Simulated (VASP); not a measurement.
These are G0W0 on PBE orbitals, VASP's PBE PAW potentials (set 64) (plane waves; VASP) values and carry that method's errors.

VASP input:

**INCAR**
```
# general
SYSTEM      = BAs
PREC        = Normal
ENCUT       = 500
LREAL       = F
LASPH       = T
NBANDS      = 64

# electronic loop
ALGO        = EVGW0

# smearing
ISMEAR      = 0
SIGMA       = 0.01

# functional
GGA         = PE

# output
LWAVE       = F
LCHARG      = F

# other
NELMGW      = 1
NOMEGA      = 64
ENCUTGW     = 150
NBANDSGW    = 12
LSPECTRALGW = T
```

File POSCAR:
```
BAs
1.0
  0.0000000000   2.3900000000   2.3900000000
  2.3900000000   0.0000000000   2.3900000000
  2.3900000000   2.3900000000   0.0000000000
B As
1 1
Cartesian
  0.0000000000   0.0000000000   0.0000000000
  1.1950000000   1.1950000000   1.1950000000
```

**KPOINTS**
```
Automatic
0
G
4 4 4
0 0 0
```

POTCAR, in this order: B_GW As_GW (PBE.64 set). Program: vasp_std. Read from the step before: WAVECAR, WAVEDER.

Output of the run:

### OSZICAR
```
energies w=
    0.000    0.000    0.599    0.000    1.197    0.000    1.793    0.000
    2.384    0.000    2.971    0.000    3.551    0.000    4.125    0.000
    4.691    0.000    5.250    0.000    5.801    0.000    6.345    0.000
    6.881    0.000    7.410    0.000    7.932    0.000    8.449    0.000
    8.959    0.000    9.465    0.000    9.968    0.000   10.467    0.000
   10.965    0.000   11.462    0.000   11.959    0.000   12.458    0.000
   12.959    0.000   13.465    0.000   13.975    0.000   14.493    0.000
   15.019    0.000   15.555    0.000   16.103    0.000   16.665    0.000
   17.244    0.000   17.841    0.000   18.460    0.000   19.103    0.000
   19.774    0.000   20.477    0.000   21.217    0.000   21.998    0.000
   22.827    0.000   23.710    0.000   24.655    0.000   25.673    0.000
   26.775    0.000   27.973    0.000   29.286    0.000   30.733    0.000
   32.338    0.000   34.135    0.000   36.161    0.000   38.467    0.000
   41.119    0.000   44.206    0.000   47.845    0.000   52.203    0.000
   57.515    0.000   64.133    0.000   72.601    0.000   83.812    0.000
   99.335    0.000  122.211    0.000  159.206    0.000  229.038    0.000
NQ=   1    0.0000    0.0000    0.0000,
 performed         43000 updates of chi_q(r,r)
NQ=   2    0.2500    0.0000    0.0000,
 performed        129000 updates of chi_q(r,r)
NQ=   3    0.5000    0.0000    0.0000,
 performed        202000 updates of chi_q(r,r)
NQ=   4    0.2500    0.2500    0.0000,
 performed        288000 updates of chi_q(r,r)
NQ=   5    0.5000    0.2500    0.0000,
 performed        407000 updates of chi_q(r,r)
NQ=   6   -0.2500    0.2500    0.0000,
 performed        514000 updates of chi_q(r,r)
NQ=   7    0.5000    0.5000    0.0000,
 performed        578000 updates of chi_q(r,r)
NQ=   8   -0.2500    0.5000    0.2500,
 performed        660000 updates of chi_q(r,r)
 resolving degeneracies of screened two electron integrals
```

**OUTCAR**
```


 k-point   1 :       0.0000    0.0000    0.0000
  band No.  KS-energies  QP-energies   sigma(KS)   V_xc(KS)     V^pw_x(r,r')   Z            occupation Imag(sigma)

      1      -9.2164      -9.9108     -12.6104     -11.6469     -19.5729       0.7207       2.0000       1.2295
      2       6.1827       5.7964     -13.0812     -12.5917     -14.3070       0.7893       2.0000       0.0418
      3       6.1827       5.7964     -13.0812     -12.5917     -14.3070       0.7893       2.0000       0.0418
      4       6.1827       5.7964     -13.0812     -12.5917     -14.3070       0.7893       2.0000       0.0418
      5       9.4395       9.8420     -10.8649     -11.3769      -6.5768       0.7861       0.0000      -0.0707
      6       9.4395       9.8420     -10.8649     -11.3769      -6.5768       0.7861       0.0000      -0.0707
      7       9.4395       9.8420     -10.8649     -11.3769      -6.5768       0.7861       0.0000      -0.0707
      8      10.8218      11.5001     -11.7153     -12.6081      -6.4580       0.7597       0.0000      -0.1074
      9      15.7379      15.7914      -8.8213      -8.8890      -3.0314       0.7886       0.0000      -0.2677
     10      19.1018      19.2325     -10.2332     -10.4014      -4.3606       0.7769       0.0000      -0.3213
     11      19.1018      19.2325     -10.2332     -10.4014      -4.3606       0.7769       0.0000      -0.3213
     12      20.5156      20.6073      -8.8891      -9.0057      -2.4923       0.7863       0.0000      -0.5173

 k-point   2 :       0.2500    0.0000    0.0000
  band No.  KS-energies  QP-energies   sigma(KS)   V_xc(KS)     V^pw_x(r,r')   Z            occupation Imag(sigma)

      1      -8.2157      -8.8421     -12.6280     -11.7454     -19.2691       0.7097       2.0000       1.0796
      2       1.2400       0.6868     -12.5473     -11.8164     -15.3152       0.7568       2.0000       0.1208
      3       5.0318       4.6134     -12.8811     -12.3485     -14.4100       0.7858       2.0000       0.0499
      4       5.0318       4.6134     -12.8811     -12.3485     -14.4100       0.7858       2.0000       0.0499
      5       9.2218       9.6407     -11.0695     -11.6061      -6.5563       0.7806       0.0000      -0.0754
      6      10.8151      11.2270     -10.8983     -11.4278      -6.2004       0.7780       0.0000      -0.0910
      7      10.8151      11.2270     -10.8983     -11.4278      -6.2004       0.7780       0.0000      -0.0910
      8      14.0613      14.5339     -11.1195     -11.7498      -5.1356       0.7498       0.0000      -0.2081
      9      17.3837      17.4781      -9.7141      -9.8349      -3.9818       0.7807       0.0000      -0.2927
     10      17.3837      17.4781      -9.7141      -9.8349      -3.9818       0.7807       0.0000      -0.2927
     11      17.4473      17.5439      -8.9551      -9.0793      -2.9614       0.7785       0.0000      -0.3378
     12      20.8435      21.0457      -9.5699      -9.8345      -2.9947       0.7643       0.0000      -0.5445

 k-point   3 :       0.5000    0.0000    0.0000
  band No.  KS-energies  QP-energies   sigma(KS)   V_xc(KS)     V^pw_x(r,r')   Z            occupation Imag(sigma)

      1      -6.3482      -6.8899     -12.8689     -12.1273     -18.8289       0.7304       2.0000       0.8235
      2      -2.6050      -3.2577     -12.1486     -11.2484     -16.6062       0.7251       2.0000       0.3757
      3       4.3595       3.9021     -12.9099     -12.3238     -14.7380       0.7804       2.0000       0.0577
      4       4.3595       3.9021     -12.9099     -12.3238     -14.7380       0.7804       2.0000       0.0577
      5       8.8466       9.2375     -11.1058     -11.6056      -6.6325       0.7820       0.0000      -0.0723
      6      10.9427      11.2834     -10.4350     -10.8693      -5.6535       0.7845       0.0000      -0.0952
      7      10.9427      11.2834     -10.4350     -10.8693      -5.6535       0.7845       0.0000      -0.0952
      8      15.0358      15.1942      -9.4029      -9.6113      -3.2567       0.7603       0.0000      -0.2492
      9      18.8801      19.1981      -9.9710     -10.3926      -3.3576       0.7543       0.0000      -0.4180
     10      20.7209      20.9917     -10.2970     -10.6538      -3.5476       0.7588       0.0000      -0.5655
     11      20.7209      20.9917     -10.2970     -10.6538      -3.5476       0.7588       0.0000      -0.5655
     12      22.4382      22.8336     -10.9475     -11.4742      -3.7320       0.7506       0.0000      -0.8095

 k-point   4 :       0.2500    0.2500    0.0000
  band No.  KS-energies  QP-energies   sigma(KS)   V_xc(KS)     V^pw_x(r,r')   Z            occupation Imag(sigma)

      1      -7.8712      -8.4731     -12.6134     -11.7712     -19.1513       0.7147       2.0000       1.0347
      2       2.0790       1.5696     -13.0848     -12.4184     -15.6240       0.7644       2.0000       0.1011
      3       3.4754       2.9847     -12.6006     -11.9680     -14.6021       0.7757       2.0000       0.0673
      4       3.4754       2.9847     -12.6006     -11.9680     -14.6021       0.7757       2.0000       0.0673
      5       7.8230       8.0463     -10.3283     -10.6095      -6.2509       0.7941       0.0000      -0.0614
      6      10.6803      10.9416     -10.0231     -10.3570      -5.0859       0.7826       0.0000      -0.0958
      7      13.5565      14.0593     -11.3394     -11.9983      -5.8330       0.7630       0.0000      -0.1729
      8      13.5565      14.0593     -11.3394     -11.9983      -5.8330       0.7630       0.0000      -0.1729
      9      16.4333      16.8019     -10.8503     -11.3345      -4.6689       0.7615       0.0000      -0.3135
     10      19.9712      20.2840      -9.6463     -10.0522      -3.2500       0.7708       0.0000      -0.4873
     11      20.5919      20.7483     -10.2364     -10.4378      -4.0759       0.7762       0.0000      -0.4459
     12      23.4531      23.4810      -9.1796      -9.2159      -2.4138       0.7700       0.0000      -0.7508

 k-point   5 :       0.5000    0.2500    0.0000
  band No.  KS-energies  QP-energies   sigma(KS)   V_xc(KS)     V^pw_x(r,r')   Z            occupation Imag(sigma)

      1      -5.9426      -6.4659     -12.8162     -12.0937     -18.6055       0.7243       2.0000       0.7529
      2      -1.5371      -2.1708     -12.6361     -11.7715     -16.7288       0.7329       2.0000       0.2885
      3       1.4447       0.8713     -12.2849     -11.5363     -14.8606       0.7658       2.0000       0.1128
      4       3.0031       2.4861     -12.6395     -11.9690     -14.8574       0.7711       2.0000       0.0751
      5       8.5552       8.7534     -10.0942     -10.3443      -5.7493       0.7924       0.0000      -0.0687
      6      12.0073      12.4141     -10.6165     -11.1446      -5.3194       0.7704       0.0000      -0.1266
      7      13.8324      14.1816     -10.8564     -11.3131      -5.3462       0.7647       0.0000      -0.1749
      8      14.0684      14.5108     -10.9264     -11.5079      -5.2235       0.7608       0.0000      -0.1958
      9      18.1582      18.5196     -10.6879     -11.1693      -3.9246       0.7506       0.0000      -0.4331
     10      21.1551      21.3476     -10.2898     -10.5381      -3.6414       0.7750       0.0000      -0.5826
     11      21.8814      22.2159     -10.3009     -10.7417      -3.3154       0.7587       0.0000      -0.6911
     12      23.2257      23.4223      -9.8785     -10.1384      -3.0999       0.7563       0.0000      -0.7152

 k-point   6 :      -0.2500    0.2500    0.0000
  band No.  KS-energies  QP-energies   sigma(KS)   V_xc(KS)     V^pw_x(r,r')   Z            occupation Imag(sigma)

      1      -6.6990      -7.2732     -12.7404     -11.9528     -18.8258       0.7290       2.0000       0.8685
      2      -0.4631      -1.0546     -12.7875     -11.9855     -16.4151       0.7377       2.0000       0.2085
      3       1.0885       0.5010     -12.0926     -11.3209     -14.7657       0.7613       2.0000       0.1215
      4       4.2127       3.7511     -12.8179     -12.2265     -14.6166       0.7805       2.0000       0.0581
      5       9.6750      10.0058     -10.4740     -10.8956      -5.8645       0.7845       0.0000      -0.0792
      6      12.2729      12.7435     -10.9178     -11.5328      -5.6350       0.7653       0.0000      -0.1348
      7      13.1262      13.5943     -10.8777     -11.4871      -5.4406       0.7681       0.0000      -0.1532
      8      13.5512      13.8843     -10.8579     -11.2975      -5.1737       0.7579       0.0000      -0.1776
      9      16.5221      16.5781      -9.6879      -9.7589      -4.1999       0.7890       0.0000      -0.2441
     10      18.3017      18.5418     -10.1818     -10.4993      -3.6980       0.7564       0.0000      -0.4172
     11      21.7776      22.1795     -10.4481     -10.9786      -3.3439       0.7576       0.0000      -0.7029
     12      23.5025      23.5143      -9.3624      -9.3778      -2.6779       0.7640       0.0000      -0.6706

 k-point   7 :       0.5000    0.5000    0.0000
  band No.  KS-energies  QP-energies   sigma(KS)   V_xc(KS)     V^pw_x(r,r')   Z            occupation Imag(sigma)

      1      -5.0332      -5.4800     -12.8602     -12.2448     -18.2260       0.7259       2.0000       0.6052
      2      -2.3457      -3.0180     -12.7708     -11.8321     -17.3669       0.7163       2.0000       0.3737
      3       2.1001       1.5475     -12.5560     -11.8325     -15.1095       0.7637       2.0000       0.0921
      4       2.1001       1.5475     -12.5560     -11.8325     -15.1095       0.7637       2.0000       0.0921
      5       7.5962       7.6482      -9.9824     -10.0477      -5.8207       0.7959       0.0000      -0.0631
      6       7.6077       7.7930      -9.7687     -10.0003      -5.5888       0.8002       0.0000      -0.0626
      7      17.5233      18.0850     -11.5488     -12.3151      -4.4983       0.7330       0.0000      -0.4589
      8      17.5233      18.0850     -11.5488     -12.3151      -4.4983       0.7330       0.0000      -0.4589
      9      19.0321      19.5388     -10.9974     -11.6832      -3.8665       0.7388       0.0000      -0.5045
...
```
(Selected blocks of OUTCAR.)

The mesh is coarse and the basis finite, so the quasiparticle values are not converged.

The compound is BAs in the zinc blende structure. The cell was not relaxed at this level. The k-mesh is coarse (spacing up to 0.57 per Å, 2π included), so the numbers may not be converged in it.
